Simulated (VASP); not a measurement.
Output of a VASP run:

OSZICAR:
```
       N       E                     dE             d eps       ncg     rms          rms(c)
DAV:   1     0.424120350970E+03    0.42412E+03   -0.23106E+04  1680   0.165E+03
DAV:   2     0.279339262070E+02   -0.39619E+03   -0.39062E+03  1704   0.493E+02
DAV:   3    -0.170903636688E+02   -0.45024E+02   -0.42811E+02  2192   0.159E+02
DAV:   4    -0.193299046526E+02   -0.22395E+01   -0.21610E+01  2124   0.358E+01
DAV:   5    -0.194075276472E+02   -0.77623E-01   -0.75528E-01  2140   0.645E+00    0.271E+01
DAV:   6    -0.187506264625E+02    0.65690E+00   -0.12581E+00  2376   0.723E+00    0.162E+01
DAV:   7    -0.186608527185E+02    0.89774E-01   -0.57175E-01  2008   0.541E+00    0.114E+00
DAV:   8    -0.186486110821E+02    0.12242E-01   -0.87327E-02  2072   0.222E+00    0.430E-01
DAV:   9    -0.186486715522E+02   -0.60470E-04   -0.99263E-03  2272   0.644E-01    0.250E-01
DAV:  10    -0.186484400774E+02    0.23147E-03   -0.20633E-03  2280   0.394E-01    0.676E-02
DAV:  11    -0.186484399502E+02    0.12714E-06   -0.17857E-04  2332   0.107E-01    0.147E-02
DAV:  12    -0.186484407053E+02   -0.75508E-06   -0.14913E-05  2032   0.371E-02    0.158E-02
DAV:  13    -0.186484408613E+02   -0.15602E-06   -0.18535E-06  2288   0.837E-03    0.297E-03
DAV:  14    -0.186484409776E+02   -0.11629E-06   -0.25845E-07  1428   0.430E-03    0.648E-04
DAV:  15    -0.186484409843E+02   -0.66866E-08   -0.54567E-08  1132   0.187E-03
   1 F= -.18648441E+02 E0= -.18647232E+02  d E =-.241869E-02
```

**OUTCAR**
```
------------------------ aborting loop because EDIFF is reached ----------------------------------------
  FORCE on cell =-STRESS in cart. coord.  units (eV):
  Direction    XX          YY          ZZ          XY          YZ          ZX
  --------------------------------------------------------------------------------------
  Total        0.3298373      0.3298373     -0.5054936      0.0000000      0.0000000      0.0000000
  in kB        3.5042860      3.5042860     -5.3705084      0.0000000      0.0000000      0.0000000
  external PRESSURE =       0.5460212 kB  Pullay stress =       0.0000000 kB
  volume of cell :      150.80
      direct lattice vectors                 reciprocal lattice vectors
     4.079154657  0.000000000  0.000000000     0.245148832  0.000000000  0.000000000
     0.000000000  4.079154657  0.000000000     0.000000000  0.245148832  0.000000000
     0.000000000  0.000000000  9.062969515     0.000000000  0.000000000  0.110339111
 POSITION                                       TOTAL-FORCE (eV/Angst)
 -----------------------------------------------------------------------------------
      0.00000      2.03958      0.00000         0.000000      0.000000     -0.000000
      2.03958      0.00000      4.53148         0.000000      0.000000     -0.000000
      0.00000      0.00000      2.26574        -0.000000     -0.000000      0.000000
      0.00000      0.00000      6.79723         0.000000      0.000000      0.000000
 -----------------------------------------------------------------------------------
    total drift:                               -0.000000      0.000000      0.000000
  FREE ENERGIE OF THE ION-ELECTRON SYSTEM (eV)
  ---------------------------------------------------
  free  energy   TOTEN  =       -18.6484409843 eV

  energy  without entropy=      -18.6460222917  energy(sigma->0) =      -18.64723164
```
(Selected blocks of OUTCAR.)

### POSCAR
```
DyBi
1
    4.0791546571     0.0000000000     0.0000000000
    0.0000000000     4.0791546571     0.0000000000
    0.0000000000     0.0000000000     9.0629695146
Dy Bi
2 2
Direct
  0.0000000000   0.5000000000   0.0000000000
  0.5000000000   0.0000000000   0.5000000000
  0.0000000000   0.0000000000   0.2500000000
  0.0000000000   0.0000000000   0.7500000000
```

Task: Reconstruct the remaining input files.

Result: This is not unique; one that fits is the input of the run itself, PBEsol GGA, plane waves, VASP's PBE PAW potentials (set 64).

INCAR:
```
SYSTEM=DyBi
PREC=Accurate; ENCUT=480; LREAL=.FALSE.
LASPH=.TRUE.
EDIFF=1E-7; NELM=100; ALGO=Normal
LMAXMIX=6
ISMEAR=0; SIGMA=0.05
GGA=PS
ISIF=2
LWAVE=.FALSE.; LCHARG=.FALSE.
```

File KPOINTS:
```
kpoints
0
G
 6 6 4
0 0 0
```

POTCAR, in this order: Dy_3 Bi_d (PBE.64 set). Program: vasp_std.

The 4f electrons are frozen in the core of the lanthanide potential, so 4f levels, which can set the real gap, and their magnetism are missing.

The structure was generated: DyBi was put into the PtS type (P4_2/mmc), which need not be its known phase. It was relaxed first, which changed the volume by -19 %.
